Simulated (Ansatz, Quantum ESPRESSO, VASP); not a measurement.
**One structure in several programs: AlN (P6_3mc, 4 atoms in the cell)**

Self-consistent single point.

```
AlN
1.0
    3.12859     0.00000     0.00000
   -1.56429     2.70944     0.00000
    0.00000     0.00000     5.01696
Al N
2 2
Direct
  0.66667   0.33333   0.49929
  0.33333   0.66667   0.99929
  0.66667   0.33333   0.88071
  0.33333   0.66667   0.38071
```

All programs got the same cell, k-point mesh and kind of occupations (in Ansatz's words: kpoints.mp_grid.grid = 10 10 6; scf.occupations.method = fermi_dirac; scf.occupations.width = 0.02 eV); potentials, basis and cutoffs are each program's usual ones.

```tsv
code	model	pressure (GPa)	largest force (eV/Å)	gap on the mesh (eV)	cutoff
VASP	PBE, VASP's PBE PAW potentials (set 64)	–	–	4.049	400 eV
Quantum ESPRESSO	PBE, PseudoDojo standard norm-conserving (PBE) pseudopotentials	-0.08	0.003	4.055	85 Ry
Ansatz	PBE, default PAW files	-0.24	0.004	4.047	420 eV
```

A dash marks a value that a program does not give, or that is left out as unsure.

Gaps are read on the mesh.

The spread over the programs that give each value: pressure within 0.16 GPa; largest force within 0.001 eV/Å; gap on the mesh within 0.008 eV.

The starting cell comes from a database of computed structures (which also holds hypothetical and non-ambient phases and stackings), without a prior relaxation at this level.

### Question
Why do the programs differ, and what cannot be compared?

### Answer
Differences of this kind can come from the potentials, where these differ, and from what each basis and cutoff leave unconverged. The zero of total energies and Fermi levels follows the potentials and each program's conventions, so they are not compared here. Ansatz's pressure is given at a fixed set of plane waves, as the other plane-wave codes print theirs; with its correction for the finite basis it is 0.25 GPa (the shift of 0.49 GPa shows how far the cutoff is from converged).

VASP's run is marked for a possible Pulay error in its stress at this cutoff; no cutoff test was made.

Left out of this page: ABINIT, GPAW, CP2K, FLEUR and SIESTA (not drawn, or without a comparable value).

Ansatz is a quantum-chemistry and plane-wave program.

Keys are those of Ansatz 0.2.
